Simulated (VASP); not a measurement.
# RbMg3 (Pmm2) in VASP: reference runs

How does RbMg3 come out in PBE? The cell is run as given and disturbed.

Everything below comes from runs of VASP 6.6.1. Logs are shortened: lines on timing, memory, paths and dates and some standing lists are left out, and cuts for length are marked.

### 1 The structure

It takes space group Pmm2 (No. 25, orthorhombic). The conventional cell has a = 3.332 Å, b = 5.220 Å, c = 7.971 Å, α = 90.00°, β = 90.00°, γ = 90.00°. Rb (site symmetry mm2) is surrounded by 2 Rb at 3.33 Å. Mg (site symmetry mm2) has 8 Mg at 3.14 to 3.33 Å as nearest neighbours. Around Mg (site symmetry mm2) lie 6 Mg at 3.11 to 3.33 Å. Mg (site symmetry mm2) is surrounded by 8 Mg at 3.11 to 3.33 Å.

The cell comes from a database or a generator and needn't be the stable form of this composition.

### 2 Single point, PBE

INCAR reads:

```
ALGO = Normal ; EDIFF = 1E-7
ENCUT = 520 ; GGA = PE
ISIF = 2 ; ISMEAR = -1
LASPH = T ; LCHARG = T
LELF = T ; LREAL = F
LVHAR = T ; LWAVE = F
NBANDS = 16 ; NELM = 100
PREC = Accurate ; SIGMA = 0.05
```

KPOINTS reads:

```
k-points
0
Gamma
  8 5 4
```

POSCAR reads:

```
RbMg3
1.0
    3.3324750000      0.0000000000      0.0000000000
    0.0000000000      5.2198220000      0.0000000000
    0.0000000000      0.0000000000      7.9710500000
Rb Mg
1 3
Direct
    0.0000000000      0.0000000000      0.1333790000
    0.0000000000      0.5000000000      0.7736860000
    0.5000000000      0.5000000000      0.4398730000
    0.5000000000      0.0000000000      0.6530620000
```

Potentials or basis: VASP PAW PBE potentials, release 64 (Rb_sv, Mg).

Launch:

```bash
$ cat potpaw_PBE.64/Rb_sv/POTCAR potpaw_PBE.64/Mg/POTCAR > POTCAR
$ mpirun -np 1 vasp_std > vasp.out
```

OUTCAR:

```text
EDIFF = 1E-7
   ENCUT = 520
   GGA = PE
   ISIF = 2
   ISMEAR = -1
   LASPH = T
   LREAL = F
   NELM = 100
   PREC = Accurate

 ion  position               nearest neighbor table
   1  0.000  0.000  0.133-   2 3.88   2 3.88   3 3.94   3 3.94   3 3.94   3 3.94   4 4.18   4 4.18
                             4 4.46   4 4.46
   2  0.000  0.500  0.774-   3 3.14   3 3.14   4 3.24   4 3.24   4 3.24   4 3.24   1 3.88   1 3.88

   3  0.500  0.500  0.440-   4 3.11   4 3.11   2 3.14   2 3.14   1 3.94   1 3.94   1 3.94   1 3.94

   4  0.500  0.000  0.653-   3 3.11   3 3.11   2 3.24   2 3.24   2 3.24   2 3.24   1 4.18   1 4.18
                             1 4.46   1 4.46

  LATTYP: Found a simple orthorhombic cell.
 ALAT       =     3.3324750000
 B/A-ratio  =     1.5663499351
 C/A-ratio  =     2.3919309222

  Lattice vectors:

 A1 = (   3.3324750000,   0.0000000000,   0.0000000000)
 A2 = (   0.0000000000,   5.2198220000,   0.0000000000)
 A3 = (   0.0000000000,   0.0000000000,   7.9710500000)

Analysis of symmetry for initial positions (statically):
=====================================================================
 Subroutine PRICEL returns:
 Original cell was already a primitive cell.

 Routine SETGRP: Setting up the symmetry group for a
 simple orthorhombic supercell.

 Subroutine GETGRP returns: Found  4 space group operations
 (whereof  4 operations were pure point group operations)
 out of a pool of  8 trial point group operations.

The static configuration has the point symmetry C_2v.

Analysis of symmetry for dynamics (positions and initial velocities):
=====================================================================
 Subroutine PRICEL returns:
 Original cell was already a primitive cell.

 Routine SETGRP: Setting up the symmetry group for a
 simple orthorhombic supercell.

 Subroutine GETGRP returns: Found  4 space group operations
 (whereof  4 operations were pure point group operations)
 out of a pool of  8 trial point group operations.

The dynamic configuration has the point symmetry C_2v.

 Subroutine INISYM returns: Found  4 space group operations
 (whereof  4 operations are pure point group operations),
 and found     1 'primitive' translations

----------------------------------------------------------------------------------------

                                     Primitive cell

  volume of cell :     138.6558

  direct lattice vectors                    reciprocal lattice vectors
     3.332475000  0.000000000  0.000000000     0.300077270  0.000000000  0.000000000
     0.000000000  5.219822000  0.000000000     0.000000000  0.191577414  0.000000000
     0.000000000  0.000000000  7.971050000     0.000000000  0.000000000  0.125453987

  length of vectors
     3.332475000  5.219822000  7.971050000     0.300077270  0.191577414  0.125453987

  position of ions in fractional coordinates (direct lattice)
     0.000000000  0.000000000  0.133379000
     0.000000000  0.500000000  0.773686000
     0.500000000  0.500000000  0.439873000
     0.500000000  0.000000000  0.653062000

  ion indices of the primitive-cell ions
   primitive index   ion index
                 1           1
                 2           2
                 3           3
                 4           4

----------------------------------------------------------------------------------------

 KPOINTS: k-points

Automatic generation of k-mesh.
 Grid dimensions read from file:
 generate k-points for:    8    5    4

 Generating k-lattice:

  Cartesian coordinates                     Fractional coordinates (reciprocal lattice)
     0.037509659  0.000000000  0.000000000     0.125000000  0.000000000  0.000000000
     0.000000000  0.038315483  0.000000000     0.000000000  0.200000000  0.000000000
     0.000000000  0.000000000  0.031363497     0.000000000  0.000000000  0.250000000

  Length of vectors
     0.037509659  0.038315483  0.031363497

  Shift w.r.t. Gamma in fractional coordinates (k-lattice)
     0.000000000  0.000000000  0.000000000

 Subroutine IBZKPT returns following result:
 ===========================================

 Found     45 irreducible k-points:

 Following reciprocal coordinates:
            Coordinates               Weight
  0.000000  0.000000  0.000000      1.000000
  0.125000  0.000000  0.000000      2.000000
  0.250000  0.000000  0.000000      2.000000
  0.375000  0.000000  0.000000      2.000000
  0.500000  0.000000  0.000000      1.000000
  0.000000  0.200000  0.000000      2.000000
[... 16 lines left out ...]
  0.250000  0.200000  0.250000      8.000000
  0.375000  0.200000  0.250000      8.000000
 [... further k-points ...]
   k-points           NKPTS =     45   k-points in BZ     NKDIM =     45   number of bands    NBANDS=     16
   number of dos      NEDOS =    301   number of ions     NIONS =      4
   total plane-waves  NPLWV =  67200
   dimension x,y,z NGX =    28 NGY =   40 NGZ =   60
   dimension x,y,z NGXF=    56 NGYF=   80 NGZF=  120
   ions per type =               1   3
   NGX,Y,Z   is equivalent  to a cutoff of  13.97, 12.74, 12.51 a.u.
   NGXF,Y,Z  is equivalent  to a cutoff of  27.94, 25.48, 25.03 a.u.
 SYSTEM =  unknown system
   PREC   = accura    normal or accurate (medium, high low for compatibility)
   ISTART =      0    job   : 0-new  1-cont  2-samecut
   ICHARG =      2    charge: 1-file 2-atom 10-const
   ISPIN  =      1    spin polarized calculation?
   LNONCOLLINEAR =      F non collinear calculations
   LSORBIT =      F    spin-orbit coupling
   LASPH  =      T    aspherical Exc in radial PAW
   ENCUT  =  520.0 eV  38.22 Ry    6.18 a.u.   6.20  9.71 14.82*2*pi/ulx,y,z
   NELM   =    100;   NELMIN=  2; NELMDL= -5     # of ELM steps
   EDIFF  = 0.1E-06   stopping-criterion for ELM
   LREAL  =      F    real-space projection
   EDIFFG = 0.1E-05   stopping-criterion for IOM
   NSW    =      0    number of steps for IOM
   IBRION =     -1    ionic relax: 0-MD 1-quasi-New 2-CG
   NFREE  =      0    steps in history (QN), initial steepest desc. (CG)
   ISIF   =      2    stress and relaxation
   ISYM   =      2    0-nonsym 1-usesym 2-fastsym
   POTIM  = 0.5000    time-step for ionic-motion
   TEBEG  =    0.0;   TEEND  =   0.0 temperature during run
   PSTRESS=    0.0 pullay stress
   NELECT =      15.0000    total number of electrons
   NUPDOWN=      -1.0000    fix difference up-down
   EMIN   =  10.00;   EMAX   =-10.00  energy-range for DOS
   EFERMI =   0.00;   METHOD = LEGACY
   ISMEAR =    -1;   SIGMA  =   0.05  broadening in eV -4-tet -1-fermi 0-gaus
   EFERMI_NEDOS =   21; number of points for ismear=-14 and -15
   IALGO  =     38    algorithm
   IMIX   =      4    mixing-type and parameters
     AMIX     =   0.40;   BMIX     =  1.00
     AMIX_MAG =   1.60;   BMIX_MAG =  1.00
  volume/ion in A,a.u.               =      34.66       233.92
  Fermi-wavevector in a.u.,A,eV,Ry     =   0.780056  1.474092  8.278977  0.608488
  Thomas-Fermi vector in A             =   1.883288
   LORBIT       =      0    0 simple, 1 ext, 2 COOP (PROOUT), +10 PAW based schemes
   GGA     = PE    functional components
   LHFCALC =     F    Hartree Fock is set to
   AEXX    =    0.0000 exact exchange contribution
   IVDW    =     0    specifies the selected vdW correction
   LEPSILON=     F    determine dielectric tensor
   LRPA    =     F    only Hartree local field effects (RPA)
 non-spin polarized calculation
  energy-cutoff  :      520.00
  volume of cell :      138.66
 maximum number of plane-waves:      3768
 NGX is ok and might be reduce to    28
   NGX = 13   NGY = 19   NGZ = 29

 number of electron      15.0000000 magnetization

 Free energy of the ion-electron system (eV)
  ---------------------------------------------------
  ext. energy  EPLUGINS =         0.00000000
  ---------------------------------------------------
  free energy    TOTEN  =        -4.50870453 eV

  energy without entropy =       -4.49005981  energy(sigma->0) =       -4.49938217

 E-fermi :   1.3617     XC(G=0):  -7.4665

 val. band max:        1.3530991262   @ k =   0.5000   0.0000   0.5000
 cond. band min:       1.4016072005   @ k =   0.5000   0.0000   0.5000
 fundamental gap:      0.0485080743
 Fermi energy:         1.3617358781

 k-point     1 :       0.0000    0.0000    0.0000
  band No.  band energies     occupation
      1     -27.2222      2.00000
      2     -11.2813      2.00000
      3     -11.2780      2.00000
      4     -10.6474      2.00000
      5      -4.2162      2.00000
      6      -1.1521      2.00000
[... 8 lines left out ...]
     15       6.6506      0.00000
     16       7.9770      0.00000

 k-point     2 :       0.1250    0.0000    0.0000
  band No.  band energies     occupation
      1     -27.1956      2.00000
      2     -11.2463      2.00000
      3     -11.2451      2.00000
      4     -10.9077      2.00000
      5      -4.0012      2.00000
      6      -0.9655      2.00000
[... 8 lines left out ...]
     15       5.9285      0.00000
     16       6.5911      0.00000

 k-point     3 :       0.2500    0.0000    0.0000
  band No.  band energies     occupation
      1     -27.1304      2.00000
      2     -11.4829      2.00000
      3     -11.1638      2.00000
      4     -11.1598      2.00000
      5      -3.3642      2.00000
      6      -0.4184      2.00000
[... 8 lines left out ...]
     15       5.5573      0.00000
     16       6.1140      0.00000

 k-point     4 :       0.3750    0.0000    0.0000
  band No.  band energies     occupation
      1     -27.0636      2.00000
      2     -12.0003      2.00000
      3     -11.0801      2.00000
      4     -11.0706      2.00000
      5      -2.3199      2.00000
      6       0.4425      2.00000
[... 8 lines left out ...]
     15       6.0307      0.00000
     16       6.0396      0.00000
[... 324 lines left out ...]
 k-point    22 :       0.1250    0.2000    0.2500
  band No.  band energies     occupation
      1     -27.1953      2.00000
      2     -11.2623      2.00000
      3     -11.2443      2.00000
      4     -10.9068      2.00000
      5      -3.7277      2.00000
      6      -1.2452      2.00000
[... 8 lines left out ...]
     15       6.4696      0.00000
     16       7.3060      0.00000

 k-point    23 :       0.2500    0.2000    0.2500
  band No.  band energies     occupation
      1     -27.1301      2.00000
      2     -11.4813      2.00000
      3     -11.1788      2.00000
      4     -11.1581      2.00000
      5      -3.1035      2.00000
      6      -0.6326      2.00000
[... 8 lines left out ...]
     15       6.1837      0.00000
     16       6.3840      0.00000

 k-point    24 :       0.3750    0.2000    0.2500
  band No.  band energies     occupation
      1     -27.0634      2.00000
      2     -11.9983      2.00000
      3     -11.0927      2.00000
      4     -11.0691      2.00000
      5      -2.0786      2.00000
      6       0.3312      2.00000
[... 8 lines left out ...]
     15       5.6229      0.00000
     16       5.9136      0.00000

 [... further k-points ...]
[... 5 lines left out ...]
  --------------------------------------------------------------------------------------
  -------------------------------------------------------------------------------------
  Total        0.5923146     -0.5639682     -0.2000637      0.0000000      0.0000000      0.0000000
  in kB        6.8442344     -6.5166904     -2.3117497      0.0000000      0.0000000      0.0000000
  external PRESSURE =      -0.6614019 kB  Pullay stress =       0.0000000 kB

 VOLUME and BASIS-vectors are now :
 -----------------------------------------------------------------------------
  energy-cutoff  :      520.00
  volume of cell :      138.66
      direct lattice vectors                 reciprocal lattice vectors
     3.332475000  0.000000000  0.000000000     0.300077270  0.000000000  0.000000000
     0.000000000  5.219822000  0.000000000     0.000000000  0.191577414  0.000000000
     0.000000000  0.000000000  7.971050000     0.000000000  0.000000000  0.125453987

 POSITION                                       TOTAL-FORCE (eV/Angst)
 -----------------------------------------------------------------------------------
      0.00000      0.00000      1.06317         0.000000      0.000000      0.005201
      0.00000      2.60991      6.16709         0.000000      0.000000     -0.117874
      1.66624      2.60991      3.50625         0.000000      0.000000      0.100507
      1.66624      0.00000      5.20559         0.000000      0.000000      0.012165
 -----------------------------------------------------------------------------------
    total drift:                               -0.000000     -0.000000      0.000664

  FREE ENERGIE OF THE ION-ELECTRON SYSTEM (eV)
  ---------------------------------------------------
  free  energy   TOTEN  =        -4.5087045295 eV

  energy  without entropy=       -4.4900598064  energy(sigma->0) =       -4.49938217
```

It took 44 s on 1 thread of Intel Xeon 6975P-C (Granite Rapids), shared host; peak memory 0.28 GiB.

What came out:

```yaml
Free_energy: -4.5087 eV
Pressure: -0.1 GPa
Largest_force: 0.118 eV/Å
Band_gap_on_the_k_mesh: none (metal or under the smearing width)
```

Forces in eV/Å, atoms in the order of the input:
```
Rb   0.000  0.000  0.005
Mg   0.000  0.000 -0.118
Mg   0.000  0.000  0.101
Mg   0.000  0.000  0.012
```

### 3 Single point, PBE (atoms moved at random, drawn with an rms of 0.05 Å)

INCAR reads:

```
ALGO = Normal
EDIFF = 1E-7
ENCUT = 520
GGA = PE
ISIF = 2
ISMEAR = -1
LASPH = True
LCHARG = False
LREAL = False
LWAVE = False
NBANDS = 16
NELM = 60
PREC = Accurate
SIGMA = 0.05
```

KPOINTS is that of step 2.

POSCAR reads:

```
RbMg3
1.0
    3.3324750000      0.0000000000      0.0000000000
    0.0000000000      5.2198220000      0.0000000000
    0.0000000000      0.0000000000      7.9710500000
Rb Mg
1 3
Direct
   -0.0014600000     -0.0018270000      0.1322020000
    0.0004410000      0.4961090000      0.7752230000
    0.5140080000      0.5004990000      0.4367760000
    0.4954870000      0.0080200000      0.6518970000
```

Potentials or basis: VASP PAW PBE potentials, release 64 (Rb_sv, Mg).

Launch:

```bash
$ cat potpaw_PBE.64/Rb_sv/POTCAR potpaw_PBE.64/Mg/POTCAR > POTCAR
$ mpirun -np 1 vasp_std > vasp.out
```

OUTCAR:

```text
EDIFF = 1E-7
   ENCUT = 520
   GGA = PE
   ISIF = 2
   ISMEAR = -1
   LASPH = True
   LREAL = False
   NELM = 60
   PREC = Accurate

 ion  position               nearest neighbor table
   1  0.999  0.998  0.132-   2 3.85   2 3.87   3 3.91   3 3.92   3 3.95   3 3.96   4 4.17   4 4.18
                             4 4.46   4 4.47
   2  0.000  0.496  0.775-   3 3.15   4 3.19   3 3.19   4 3.21   4 3.29   4 3.31   1 3.85   1 3.87

   3  0.514  0.500  0.437-   4 3.09   2 3.15   4 3.16   2 3.19   1 3.91   1 3.92   1 3.95   1 3.96

   4  0.495  0.008  0.652-   3 3.09   3 3.16   2 3.19   2 3.21   2 3.29   2 3.31   1 4.17   1 4.18
                             1 4.46   1 4.47

  LATTYP: Found a simple orthorhombic cell.
 ALAT       =     3.3324750000
 B/A-ratio  =     1.5663499351
 C/A-ratio  =     2.3919309222

  Lattice vectors:

 A1 = (   3.3324750000,   0.0000000000,   0.0000000000)
 A2 = (   0.0000000000,   5.2198220000,   0.0000000000)
 A3 = (   0.0000000000,   0.0000000000,   7.9710500000)

Analysis of symmetry for initial positions (statically):
=====================================================================
 Subroutine PRICEL returns:
[... 173 lines left out ...]

  energy without entropy =       -4.47823862  energy(sigma->0) =       -4.48853941

 E-fermi :   1.3549     XC(G=0):  -7.4706

 val. band max:        1.3370362283   @ k =   0.0000   0.4000   0.2500
 cond. band min:       1.3845715032   @ k =   0.5000   0.0000   0.5000
 fundamental gap:      0.0475352749
 Fermi energy:         1.3549353567

 k-point     1 :       0.0000    0.0000    0.0000
  band No.  band energies     occupation
      1     -27.2149      2.00000
      2     -11.2761      2.00000
      3     -11.2721      2.00000
      4     -10.6398      2.00000
      5      -4.1979      2.00000
      6      -1.1643      2.00000
[... 433 lines left out ...]
      3     -11.2391      2.00000
      4     -10.9002      2.00000
      5      -3.9169      2.00000
      6      -1.4556      2.00000
[... 8 lines left out ...]
     15       6.2479      0.00000
     16       6.7909      0.00000

 [... further k-points ...]
[... 5 lines left out ...]
  --------------------------------------------------------------------------------------
  -------------------------------------------------------------------------------------
  Total        0.5423245     -0.5422435     -0.3113337     -0.0009777     -0.0359404     -0.0055874
  in kB        6.2665955     -6.2656600     -3.5974819     -0.0112977     -0.4152938     -0.0645623
  external PRESSURE =      -1.1988488 kB  Pullay stress =       0.0000000 kB

 VOLUME and BASIS-vectors are now :
 -----------------------------------------------------------------------------
  energy-cutoff  :      520.00
  volume of cell :      138.66
      direct lattice vectors                 reciprocal lattice vectors
     3.332475000  0.000000000  0.000000000     0.300077270  0.000000000  0.000000000
     0.000000000  5.219822000  0.000000000     0.000000000  0.191577414  0.000000000
     0.000000000  0.000000000  7.971050000     0.000000000  0.000000000  0.125453987

 POSITION                                       TOTAL-FORCE (eV/Angst)
 -----------------------------------------------------------------------------------
      3.32761      5.21029      1.05379         0.007248      0.005675      0.005178
      0.00147      2.58960      6.17934         0.009072      0.102468     -0.166547
      1.71292      2.61252      3.48156        -0.016028      0.051803      0.153264
      1.65120      0.04186      5.19630        -0.000292     -0.159946      0.008105
 -----------------------------------------------------------------------------------
    total drift:                                0.000008      0.000020      0.000668

  FREE ENERGIE OF THE ION-ELECTRON SYSTEM (eV)
  ---------------------------------------------------
  free  energy   TOTEN  =        -4.4988401992 eV

  energy  without entropy=       -4.4782386209  energy(sigma->0) =       -4.48853941
```

stdout:

```text
POSCAR found type information on POSCAR RbMg
 POSCAR found :  2 types and       4 ions
 scaLAPACK will be used
 LDA part: xc-table for (Slater+PW92), standard interpolation
 POSCAR, INCAR and KPOINTS ok, starting setup
 FFT: planning ... GRIDC
 FFT: planning ... GRID_SOFT
 FFT: planning ... GRID
 WAVECAR not read
 entering main loop
```

It took 83 s on 1 thread of Intel Xeon 6975P-C (Granite Rapids), shared host; peak memory 0.34 GiB.

What came out:

| Property | Result |
| --- | --- |
| Free energy | -4.4988 eV |
| Pressure | -0.1 GPa |
| Largest force | 0.196 eV/Å |
| Band gap on the k mesh | none (metal or under the smearing width) |

Forces on the atoms (eV/Å):
```
Rb   0.007  0.006  0.005
Mg   0.009  0.102 -0.167
Mg  -0.016  0.052  0.153
Mg   0.000 -0.160  0.008
```

Levels at points of the mesh, in eV from the Fermi level:
| k point | band 4 | band 5 | band 6 | band 7 | band 8 | band 9 | band 10 | band 11 | band 12 | band 13 |
| --- | --- | --- | --- | --- | --- | --- | --- | --- | --- | --- |
| (0.00, 0.00, 0.00) | -11.99 | -5.55 | -2.52 | -1.49 | -0.37 | 0.22 | 1.65 | 2.70 | 2.91 | 3.45 |
| (0.50, 0.00, 0.00) | -12.38 | -2.34 | -2.08 | -0.12 | 0.82 | 1.68 | 1.99 | 2.05 | 3.03 | 3.44 |
| (0.00, 0.00, 0.50) | -11.99 | -5.40 | -3.36 | -0.47 | 0.26 | 0.39 | 0.99 | 2.15 | 2.19 | 3.76 |
| (0.50, 0.00, 0.50) | -12.38 | -2.39 | -1.92 | -0.02 | 0.03 | 1.98 | 2.34 | 2.68 | 2.82 | 3.07 |
